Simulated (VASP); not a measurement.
# KF (Carobbiite): the band gap, functional by functional, part 2 of 2

Aim: the gap of KF (Carobbiite) on one structure at many levels of theory. The starting structure is a measured crystal structure from the Crystallography Open Database. Cell and atoms stay as given. Meshes and data sets differ where the inputs say so.

VASP 6.6.1.

Results so far: LDA 5.786 eV; PBE 6.159 eV; r2SCAN 6.822 eV; TB-mBJ 10.201 eV.

**6. Bands with HSE06**

Level of this step: HSE06; plane waves and PAW (K_sv, F) (VASP).

HSE06 mixes in a quarter of exact exchange at short range, at far higher cost; in semiconductors this cures much of the gap error, while metals seldom gain. This run uses a 5×5×5 mesh. Its starting orbitals come from a semilocal run on the same mesh, not shown.

File INCAR:

```
SYSTEM = KF
PREC = Accurate
ENCUT = 460
EDIFF = 1E-06
NELM = 100
ISMEAR = 0
SIGMA = 0.03
LREAL = .FALSE.
ALGO = Normal
LHFCALC = .TRUE.
AEXX = 0.25
GGA = PE
HFSCREEN = 0.2
LASPH = .TRUE.
NBANDS = 14
PRECFOCK = Fast
LORBIT = 11
LWAVE = .FALSE.
LCHARG = .FALSE.
KPAR = 4
```

File POSCAR:

```
KF
1.0
    0.0000000000      2.6735000000      2.6735000000
    2.6735000000      0.0000000000      2.6735000000
    2.6735000000      2.6735000000      0.0000000000
K F
1 1
Direct
    0.0000000000      0.0000000000      0.0000000000
    0.5000000000      0.5000000000      0.5000000000
```

File KPOINTS:

```
Automatic mesh
0
Gamma
5 5 5
0 0 0
```

File KPOINTS_OPT:

```
Line mode
10
Line-mode
Reciprocal
  0.00000000   0.00000000   0.00000000 GAMMA
  0.50000000   0.00000000   0.50000000 X

  0.50000000   0.00000000   0.50000000 X
  0.50000000   0.25000000   0.75000000 W

  0.50000000   0.25000000   0.75000000 W
  0.37500000   0.37500000   0.75000000 K

  0.37500000   0.37500000   0.75000000 K
  0.00000000   0.00000000   0.00000000 GAMMA

  0.00000000   0.00000000   0.00000000 GAMMA
  0.50000000   0.50000000   0.50000000 L

  0.50000000   0.50000000   0.50000000 L
  0.62500000   0.25000000   0.62500000 U

  0.62500000   0.25000000   0.62500000 U
  0.50000000   0.25000000   0.75000000 W

  0.50000000   0.25000000   0.75000000 W
  0.50000000   0.50000000   0.50000000 L

  0.50000000   0.50000000   0.50000000 L
  0.37500000   0.37500000   0.75000000 K

  0.62500000   0.25000000   0.62500000 U
  0.50000000   0.00000000   0.50000000 X
```

Potentials, in the order of the species: K_sv and F (PBE family, release 64).

The run is started by

```console
mpirun -np 4 vasp_std
```

Numbers of over 12 decimals in the logs are rounded to 6 here.

Log:

```text
[banner, memory and clock lines left out]
running    4 mpi-ranks, on    1 nodes
[...]
LDA part: xc-table for (Slater+PW92), standard interpolation
 found WAVECAR, reading the header
 POSCAR, INCAR and KPOINTS ok, starting setup
[...]
reading WAVECAR
 the WAVECAR file was read successfully
 initial charge from wavefunction
 entering main loop
       N       E                     dE             d eps       ncg     rms          rms(c)
DAV:   1    -0.100245775732E+02   -0.10025E+02   -0.60850E-01   280   0.912E+00    0.253E+00
DAV:   2    -0.998929722045E+01    0.35280E-01   -0.65178E-02   280   0.247E+00    0.128E+00
DAV:   3    -0.998855266433E+01    0.74456E-03   -0.20111E-02   292   0.106E+00    0.781E-01
DAV:   4    -0.998830334182E+01    0.24932E-03   -0.62933E-04   364   0.258E-01    0.508E-01
DAV:   5    -0.998804771374E+01    0.25563E-03   -0.56934E-04   328   0.231E-01    0.324E-01
DAV:   6    -0.998801647953E+01    0.31234E-04   -0.54517E-05   396   0.756E-02    0.198E-01
[...]
DAV:   8    -0.998799995740E+01    0.14585E-05   -0.47501E-06   280   0.206E-02    0.697E-02
DAV:   9    -0.998800047965E+01   -0.52225E-06   -0.14796E-06   264   0.131E-02
   1 F= -.99880005E+01 E0= -.99880005E+01  d E =-.147644E-21
 Start KPOINTS_OPT (optional k-point list driver)
k-point batch [1-10\100]
       N       E                     dE             ncg
DAV:   1    -0.880134801836E+03   -0.37259E+04      280
DAV:   2    -0.217446545097E+04   -0.12943E+04      376
DAV:   3    -0.224834917637E+04   -0.73884E+02      316
DAV:   4    -0.225050240316E+04   -0.21532E+01      432
DAV:   5    -0.225053590613E+04   -0.33503E-01      334
DAV:   6    -0.225053651377E+04   -0.60764E-03      426
DAV:   7    -0.225053652908E+04   -0.15314E-04      320
DAV:   8    -0.225053652923E+04   -0.14637E-06      176
[...]
k-point batch [91-100\100]
       N       E                     dE             ncg
DAV:   1    -0.109501207952E+04   -0.69929E+04      280
DAV:   2    -0.220542886010E+04   -0.11104E+04      346
DAV:   3    -0.226062475173E+04   -0.55196E+02      398
DAV:   4    -0.226207745766E+04   -0.14527E+01      438
DAV:   5    -0.226210558444E+04   -0.28127E-01      412
DAV:   6    -0.226210619861E+04   -0.61417E-03      432
DAV:   7    -0.226210621444E+04   -0.15833E-04      364
DAV:   8    -0.226210621468E+04   -0.23696E-06      278
```

Run time: 3.8 min. Hardware: 4 MPI ranks of Intel Xeon 6975P-C (Granite Rapids), shared host; peak memory 1.2 GiB; 15 min of CPU time.

OUTCAR, selected parts (step 6):

```text
 POSITION                                       TOTAL-FORCE (eV/Angst)
 -----------------------------------------------------------------------------------
      0.00000      0.00000      0.00000        -0.000000     -0.000000     -0.000000
      2.67350      2.67350      2.67350         0.000000      0.000000      0.000000
 -----------------------------------------------------------------------------------
    total drift:                                0.000000     -0.000000      0.000000

  FREE ENERGIE OF THE ION-ELECTRON SYSTEM (eV)
  ---------------------------------------------------
  free  energy   TOTEN  =        -9.9880004797 eV

  energy  without entropy=       -9.9880004797  energy(sigma->0) =       -9.98800048

[... 1 part as in an earlier step ...]

[... 2 further parts left out ...]
[key lines of the parts left out:]
E-fermi :  -4.2209
```

HSE06 gives a direct gap of 8.178 eV. The least gap is +2.391 eV from that of LDA, on another mesh, which alone can move a gap by some hundredths of an eV.

**7. Bands with PBE0**

PBE0 keeps a quarter of exact exchange at all ranges; it tends to overshoot small gaps. This run uses a 5×5×5 mesh. It starts from the orbitals of an earlier run, not shown.

INCAR: that of step 6 with these lines changed.

```diff
@@ -12,3 +12,2 @@
 GGA = PE
-HFSCREEN = 0.2
 LASPH = .TRUE.
@@ -16,2 +15,3 @@
 PRECFOCK = Fast
+HFRCUT = -1
 LORBIT = 11
```

POSCAR is that of step 6.

KPOINTS is that of step 6.

KPOINTS_OPT is that of step 6.

The run is started by

```console
mpirun -np 4 vasp_std
```

Log:

```text
[banner, memory and clock lines left out]
running    4 mpi-ranks, on    1 nodes
[...]
LDA part: xc-table for (Slater+PW92), standard interpolation
 found WAVECAR, reading the header
 POSCAR, INCAR and KPOINTS ok, starting setup
[...]
HFRCUT set to (new)   10.447940
 reading WAVECAR
 the WAVECAR file was read successfully
 initial charge from wavefunction
 entering main loop
       N       E                     dE             d eps       ncg     rms          rms(c)
DAV:   1    -0.105167278315E+02   -0.10517E+02   -0.57181E-01   280   0.898E+00    0.247E+00
DAV:   2    -0.104892941364E+02    0.27434E-01   -0.58215E-02   286   0.236E+00    0.130E+00
DAV:   3    -0.104871407953E+02    0.21533E-02   -0.22823E-02   316   0.113E+00    0.780E-01
DAV:   4    -0.104873393851E+02   -0.19859E-03   -0.71799E-04   310   0.252E-01    0.504E-01
DAV:   5    -0.104870334144E+02    0.30597E-03   -0.65106E-04   310   0.249E-01    0.322E-01
DAV:   6    -0.104870217266E+02    0.11688E-04   -0.86193E-05   378   0.939E-02    0.199E-01
DAV:   7    -0.104870104965E+02    0.11230E-04   -0.11997E-05   322   0.321E-02    0.119E-01
DAV:   8    -0.104870107257E+02   -0.22917E-06   -0.64397E-06   280   0.226E-02
   1 F= -.10487011E+02 E0= -.10487011E+02  d E =-.139948E-16
 Start KPOINTS_OPT (optional k-point list driver)
k-point batch [1-10\100]
       N       E                     dE             ncg
DAV:   1    -0.924123569909E+03   -0.37699E+04      280
DAV:   2    -0.223911360442E+04   -0.13150E+04      376
DAV:   3    -0.231313962146E+04   -0.74026E+02      316
DAV:   4    -0.231530806774E+04   -0.21684E+01      432
DAV:   5    -0.231534191881E+04   -0.33851E-01      334
DAV:   6    -0.231534252929E+04   -0.61048E-03      426
DAV:   7    -0.231534254445E+04   -0.15161E-04      320
DAV:   8    -0.231534254460E+04   -0.14297E-06      182
[...]
k-point batch [91-100\100]
       N       E                     dE             ncg
DAV:   1    -0.114221130892E+04   -0.70401E+04      280
DAV:   2    -0.227033430083E+04   -0.11281E+04      346
DAV:   3    -0.232548465037E+04   -0.55150E+02      390
DAV:   4    -0.232703821587E+04   -0.15536E+01      440
DAV:   5    -0.232706919498E+04   -0.30979E-01      404
DAV:   6    -0.232706989035E+04   -0.69537E-03      440
DAV:   7    -0.232706990878E+04   -0.18434E-04      350
DAV:   8    -0.232706990903E+04   -0.24561E-06      290
```

Elapsed: 3.7 min, on 4 MPI ranks; peak memory 0.83 GiB; 15 min of CPU time.

OUTCAR, selected parts (step 7):

```text
 POSITION                                       TOTAL-FORCE (eV/Angst)
 -----------------------------------------------------------------------------------
      0.00000      0.00000      0.00000         0.000000      0.000000     -0.000000
      2.67350      2.67350      2.67350        -0.000000      0.000000      0.000000
 -----------------------------------------------------------------------------------
    total drift:                                0.000000     -0.000000     -0.000000

  FREE ENERGIE OF THE ION-ELECTRON SYSTEM (eV)
  ---------------------------------------------------
  free  energy   TOTEN  =       -10.4870107257 eV

  energy  without entropy=      -10.4870107257  energy(sigma->0) =      -10.48701073

[... 2 parts as in an earlier step ...]

[... 1 further part left out ...]
[key lines of the parts left out:]
E-fermi :  -4.6517
```

PBE0 gives a direct gap of 8.926 eV. The least gap is +3.140 eV from that of LDA, on another mesh, which alone can move a gap by some hundredths of an eV.

**8. Bands with r2SCAN-EpsX**

Here the share of exact exchange is set to the inverse of the computed dielectric constant, since screening weakens exchange. This run uses a 5×5×5 mesh. It starts from the orbitals of an earlier run, not shown.

INCAR: that of step 7 with these lines changed.

```diff
@@ -10,4 +10,4 @@
 LHFCALC = .TRUE.
-AEXX = 0.25
-GGA = PE
+AEXX = 0.495
+METAGGA = R2SCAN
 LASPH = .TRUE.
```

POSCAR is that of step 7.

KPOINTS is that of step 7.

KPOINTS_OPT is that of step 7.

The run is started by

```console
mpirun -np 4 vasp_std
```

Log:

```text
[banner, memory and clock lines left out]
running    4 mpi-ranks, on    1 nodes
[...]
[... a notice as in an earlier step ...]

 LDA part: xc-table for (None), standard interpolation
 found WAVECAR, reading the header
 POSCAR, INCAR and KPOINTS ok, starting setup
[...]
HFRCUT set to (new)   10.447940
 reading WAVECAR
 the WAVECAR file was read successfully
 initial charge from wavefunction
 entering main loop
       N       E                     dE             d eps       ncg     rms          rms(c)
DAV:   1    -0.160883046210E+02   -0.16088E+02   -0.12178E+00   292   0.156E+01    0.373E+00
DAV:   2    -0.160909920901E+02   -0.26875E-02   -0.94752E-02   364   0.324E+00    0.229E+00
DAV:   3    -0.160695179847E+02    0.21474E-01   -0.56409E-02   322   0.193E+00    0.125E+00
DAV:   4    -0.160726096234E+02   -0.30916E-02   -0.11662E-02   304   0.810E-01    0.765E-01
[...]
DAV:   8    -0.160713084122E+02    0.22903E-04   -0.81259E-06   322   0.345E-02    0.985E-02
DAV:   9    -0.160712994290E+02    0.89831E-05   -0.14820E-05   322   0.327E-02    0.567E-02
DAV:  10    -0.160713002725E+02   -0.84353E-06   -0.41746E-06   322   0.169E-02
   1 F= -.16071300E+02 E0= -.16071300E+02  d E =-.124560E-20
 Start KPOINTS_OPT (optional k-point list driver)
k-point batch [1-10\100]
       N       E                     dE             ncg
DAV:   1    -0.116154231704E+04   -0.40073E+04      280
DAV:   2    -0.265378316905E+04   -0.14922E+04      370
DAV:   3    -0.274892021762E+04   -0.95137E+02      316
DAV:   4    -0.275166007042E+04   -0.27399E+01      426
DAV:   5    -0.275171730435E+04   -0.57234E-01      346
DAV:   6    -0.275171833851E+04   -0.10342E-02      420
DAV:   7    -0.275171837272E+04   -0.34219E-04      358
DAV:   8    -0.275171837305E+04   -0.32349E-06      188
[...]
k-point batch [91-100\100]
       N       E                     dE             ncg
DAV:   1    -0.139114739494E+04   -0.72891E+04      280
DAV:   2    -0.269137436691E+04   -0.13002E+04      346
DAV:   3    -0.276175115210E+04   -0.70377E+02      384
DAV:   4    -0.276370899897E+04   -0.19578E+01      422
DAV:   5    -0.276375563217E+04   -0.46633E-01      364
DAV:   6    -0.276375657504E+04   -0.94287E-03      390
DAV:   7    -0.276375659796E+04   -0.22924E-04      358
DAV:   8    -0.276375659836E+04   -0.40122E-06      256
```

It took 3.9 min on 4 MPI ranks; peak memory 0.85 GiB.

Parts of OUTCAR (step 8):

```text
 POSITION                                       TOTAL-FORCE (eV/Angst)
 -----------------------------------------------------------------------------------
      0.00000      0.00000      0.00000        -0.000000     -0.000000      0.000000
      2.67350      2.67350      2.67350         0.000000      0.000000     -0.000000
 -----------------------------------------------------------------------------------
    total drift:                               -0.000000     -0.000000      0.000000

  FREE ENERGIE OF THE ION-ELECTRON SYSTEM (eV)
  ---------------------------------------------------
  free  energy   TOTEN  =       -16.0713002725 eV

  energy  without entropy=      -16.0713002725  energy(sigma->0) =      -16.07130027

[... 2 parts as in an earlier step ...]

[... 1 further part left out ...]
[key lines of the parts left out:]
E-fermi :  -6.8948
```

r2SCAN-EpsX gives a direct gap of 11.817 eV. The least gap is +6.031 eV from that of LDA, on another mesh, which alone can move a gap by some hundredths of an eV.

**9. Comparison**

```csv
level,gap (eV),least direct gap (eV),mesh,core minutes
LDA,5.786,5.786,8×8×8,0.56
PBE,6.159,6.159,8×8×8,0.573
r2SCAN,6.822,6.822,8×8×8,2.07
TB-mBJ,10.201,10.201,8×8×8,1.93
HSE06,8.178,8.178,5×5×5,15.2
PBE0,8.926,8.928,5×5×5,14.9
r2SCAN-EpsX,11.817,11.818,5×5×5,15.5
```

Core minutes are wall time times ranks of the run shown, on a shared host.

**10. What came out**

* gap, LDA: 5.786 eV
* gap, PBE: 6.159 eV
* gap, r2SCAN: 6.822 eV
* gap, TB-mBJ: 10.201 eV
* gap, HSE06: 8.178 eV
* gap, PBE0: 8.926 eV
* gap, r2SCAN-EpsX: 11.817 eV

What this shows: Without spin-orbit coupling the gap of KF (Carobbiite) runs from 5.786 eV (LDA) to 11.817 eV (r2SCAN-EpsX). HSE06 gives +2.02 eV from PBE, on another mesh, which alone can move a gap by some hundredths of an eV. TB-mBJ lies +2.02 eV from HSE06, on another mesh, which alone can move a gap by some hundredths of an eV. These are gaps between Kohn-Sham or generalised Kohn-Sham levels of a static lattice, without excitons or temperature. Further runs on this material are not shown.

[Lines on the potential files, build, host, timing and source positions are cut from VASP's logs without a mark.]

[Logs are printed without paths, hosts, clocks, repeated set-up lines and the standing remarks that a program may print on its own settings, such as how far it seeks lower states.]

[Hosts, paths, dates, database ids (printed as entryN), source tags and the programs' standing remarks are cut or masked in the printed files.]
